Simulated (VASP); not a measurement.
```
CELL_PARAMETERS angstrom
      0.00000     2.12345     2.12345
      2.12345     0.00000     2.12345
      2.12345     2.12345     0.00000
ATOMIC_POSITIONS crystal
  Mg 0.00000 0.00000 0.00000
  O  0.50000 0.50000 0.50000
```

The numbers are results of PBE GGA, VASP's PBE PAW potentials (set 64) (plane waves; VASP), not measurements. Settings: 620 eV cut-off, 11×11×11 Γ-centred mesh, Gaussian smearing of 0.050 eV, potentials Mg O.

### Question
Predict the energy per atom (σ→0), band gap (on the k-mesh) with the smallest direct gap where there is one.

### Answer

```json
{
 "band gap (on the k-mesh)": "4.49 eV",
 "smallest direct gap (on the k-mesh)": "4.49 eV",
 "energy per atom (σ→0)": "-5.958 eV/atom"
}
```

The compound is MgO in the rock salt structure. It was relaxed first.
